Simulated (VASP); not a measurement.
These are LDA (Ceperley-Alder, Perdew-Zunger), VASP's LDA PAW potentials (set 64) (plane waves; VASP) values and carry that method's errors.

VASP input:

INCAR:
```
! general
SYSTEM   =  LaPb3
PREC     =  Accurate
ENCUT    =  300
LREAL    =  .FALSE.
LASPH    =  .TRUE.

! electronic loop
EDIFF    =  1E-6
NELM     =  100
ALGO     =  Normal
LMAXMIX  =  6

! smearing
ISMEAR   =  0
SIGMA    =  0.136

! ions
ISIF     =  2

! output
LWAVE    =  .FALSE.
LCHARG   =  .FALSE.
```

KPOINTS:
```
Regular mesh
0
gamma
7 7 7
0 0 0
```

File POSCAR:
```
LaPb3
1
    4.9295160000     0.0000000000     0.0000000000
    0.0000000000     4.9295160000     0.0000000000
    0.0000000000     0.0000000000     4.9295160000
La Pb
1 3
Direct
  0.0000000000   0.0000000000   0.0000000000
  0.0000000000   0.5000000000   0.5000000000
  0.5000000000   0.0000000000   0.5000000000
  0.5000000000   0.5000000000   0.0000000000
```

POTCAR, in this order: La Pb_d (LDA.64 set). Program: vasp_std.

The run wrote:

File OUTCAR:
```
 ion  position               nearest neighbor table
   1  0.000  0.000  0.000-   2 3.49   3 3.49   4 3.49   2 3.49   3 3.49   2 3.49   4 3.49   2 3.49
                             3 3.49   4 3.49   3 3.49   4 3.49
   2  0.000  0.500  0.500-   1 3.49   3 3.49   4 3.49   1 3.49   4 3.49   1 3.49   3 3.49   1 3.49
                             3 3.49   4 3.49   4 3.49   3 3.49
   3  0.500  0.000  0.500-   1 3.49   2 3.49   4 3.49   1 3.49   4 3.49   2 3.49   4 3.49   4 3.49
                             1 3.49   2 3.49   1 3.49   2 3.49
   4  0.500  0.500  0.000-   1 3.49   2 3.49   3 3.49   2 3.49   3 3.49   1 3.49   3 3.49   3 3.49
                             1 3.49   2 3.49   2 3.49   1 3.49
  LATTYP: Found a simple cubic cell.
 ALAT       =     4.9295160000
 Subroutine PRICEL returns:
 Original cell was already a primitive cell.
 Subroutine GETGRP returns: Found 48 space group operations
The static configuration has the point symmetry O_h .
The dynamic configuration has the point symmetry O_h .
 Subroutine INISYM returns: Found 48 space group operations
 Subroutine IBZKPT returns following result:
 Found     20 irreducible k-points:

 Following reciprocal coordinates:
            Coordinates               Weight
  0.000000  0.000000  0.000000      1.000000
  0.142857  0.000000  0.000000      6.000000
  0.285714  0.000000  0.000000      6.000000
  0.428571  0.000000  0.000000      6.000000
  0.142857  0.142857  0.000000     12.000000
  0.285714  0.142857  0.000000     24.000000
  0.428571  0.142857  0.000000     24.000000
  0.285714  0.285714  0.000000     12.000000
  0.428571  0.285714  0.000000     24.000000
  0.428571  0.428571  0.000000     12.000000
  0.142857  0.142857  0.142857      8.000000
  0.285714  0.142857  0.142857     24.000000
  0.428571  0.142857  0.142857     24.000000
  0.285714  0.285714  0.142857     24.000000
  0.428571  0.285714  0.142857     48.000000
  0.428571  0.428571  0.142857     24.000000
  0.285714  0.285714  0.285714      8.000000
  0.428571  0.285714  0.285714     24.000000
  0.428571  0.428571  0.285714     24.000000
  0.428571  0.428571  0.428571      8.000000
   k-points           NKPTS =     20   k-points in BZ     NKDIM =     20   number of bands    NBANDS=     31
   number of dos      NEDOS =    301   number of ions     NIONS =      4
   total plane-waves  NPLWV =  21952
   dimension x,y,z NGX =    28 NGY =   28 NGZ =   28
   dimension x,y,z NGXF=    56 NGYF=   56 NGZF=   56
   ions per type =               1   3
   PREC   = accura    normal or accurate (medium, high low for compatibility)
   ISTART =      0    job   : 0-new  1-cont  2-samecut
   ICHARG =      2    charge: 1-file 2-atom 10-const
   ISPIN  =      1    spin polarized calculation?
   LNONCOLLINEAR =      F non collinear calculations
   LSORBIT =      F    spin-orbit coupling
   INIWAV =      1    electr: 0-lowe 1-rand  2-diag
   ENCUT  =  300.0 eV  22.05 Ry    4.70 a.u.   6.96  6.96  6.96*2*pi/ulx,y,z
   NELM   =    100;   NELMIN=  2; NELMDL= -5     # of ELM steps
   EDIFF  = 0.1E-05   stopping-criterion for ELM
   LREAL  =      F    real-space projection
   NLSPLINE    = F    spline interpolate recip. space projectors
   LMAXMIX     =    6 max onsite mixed and CHGCAR
   VOSKOWN=      0    Vosko Wilk Nusair interpolation
   EDIFFG = 0.1E-04   stopping-criterion for IOM
   NSW    =      0    number of steps for IOM
   NBLOCK =      1;   KBLOCK =      1    inner block; outer block
   IBRION =     -1    ionic relax: 0-MD 1-quasi-New 2-CG
   NFREE  =      0    steps in history (QN), initial steepest desc. (CG)
   ISIF   =      2    stress and relaxation
   ISYM   =      2    0-nonsym 1-usesym 2-fastsym
   TEIN   =    0.0    initial temperature
   TEBEG  =    0.0;   TEEND  =   0.0 temperature during run
   SMASS  =  -3.00    Nose mass-parameter (am)
   PSTRESS=    0.0 pullay stress
   NELECT =      53.0000    total number of electrons
   EFERMI =   0.00;   METHOD = LEGACY
...
```

**OSZICAR**
```
       N       E                     dE             d eps       ncg     rms          rms(c)
DAV:   1     0.566954195129E+03    0.56695E+03   -0.16905E+04  1248   0.160E+03
DAV:   2     0.765424657752E+02   -0.49041E+03   -0.48261E+03  1248   0.432E+02
DAV:   3    -0.126879186388E+02   -0.89230E+02   -0.88440E+02  1599   0.232E+02
DAV:   4    -0.201733443069E+02   -0.74854E+01   -0.71361E+01  1991   0.662E+01
DAV:   5    -0.206654666804E+02   -0.49212E+00   -0.48556E+00  2273   0.134E+01    0.301E+00
DAV:   6    -0.203964351596E+02    0.26903E+00   -0.32904E+00  2074   0.145E+01    0.195E+00
DAV:   7    -0.203595691855E+02    0.36866E-01   -0.18361E-01  2021   0.379E+00    0.120E+00
DAV:   8    -0.203454337514E+02    0.14135E-01   -0.15493E-01  2073   0.267E+00    0.283E-01
DAV:   9    -0.203412372099E+02    0.41965E-02   -0.31927E-02  2061   0.194E+00    0.975E-02
DAV:  10    -0.203413391216E+02   -0.10191E-03   -0.57066E-03  1832   0.577E-01    0.595E-02
DAV:  11    -0.203411784403E+02    0.16068E-03   -0.12665E-03  2156   0.398E-01    0.906E-03
DAV:  12    -0.203411891041E+02   -0.10664E-04   -0.14865E-04  1730   0.850E-02    0.970E-03
DAV:  13    -0.203411862293E+02    0.28748E-05   -0.27044E-05  2001   0.547E-02    0.185E-03
DAV:  14    -0.203411863440E+02   -0.11472E-06   -0.14794E-06  1098   0.104E-02
   1 F= -.20341186E+02 E0= -.20334115E+02  d E =-.141420E-01
```

File OUTCAR:
```
------------------------ aborting loop because EDIFF is reached ----------------------------------------
  FORCE on cell =-STRESS in cart. coord.  units (eV):
  Direction    XX          YY          ZZ          XY          YZ          ZX
  --------------------------------------------------------------------------------------
  Total       -2.7474981     -2.7474981     -2.7474981      0.0000000     -0.0000000      0.0000000
  in kB      -36.7481213    -36.7481213    -36.7481213      0.0000000     -0.0000000      0.0000000
  external PRESSURE =     -36.7481213 kB  Pullay stress =       0.0000000 kB
  volume of cell :      119.79
      direct lattice vectors                 reciprocal lattice vectors
     4.929516000  0.000000000  0.000000000     0.202859672  0.000000000  0.000000000
     0.000000000  4.929516000  0.000000000     0.000000000  0.202859672  0.000000000
     0.000000000  0.000000000  4.929516000     0.000000000  0.000000000  0.202859672
 POSITION                                       TOTAL-FORCE (eV/Angst)
 -----------------------------------------------------------------------------------
      0.00000      0.00000      0.00000         0.000000      0.000000      0.000000
      0.00000      2.46476      2.46476         0.000000      0.000000      0.000000
      2.46476      0.00000      2.46476         0.000000      0.000000      0.000000
      2.46476      2.46476      0.00000         0.000000      0.000000      0.000000
 -----------------------------------------------------------------------------------
    total drift:                                0.000000      0.000000      0.000000
  FREE ENERGIE OF THE ION-ELECTRON SYSTEM (eV)
  ---------------------------------------------------
  free  energy   TOTEN  =       -20.3411863440 eV

  energy  without entropy=      -20.3270443011  energy(sigma->0) =      -20.33411532
```
(Selected blocks of OUTCAR.)

At this cut-off the stress carries a Pulay error, which pulls relaxed volumes low.

The structure comes from a computed database's LaPb3 entry; how it stands against other phases isn't given here. The cell was not relaxed at this level. The electron count is odd and the run is not spin-polarised, which forces a metal.
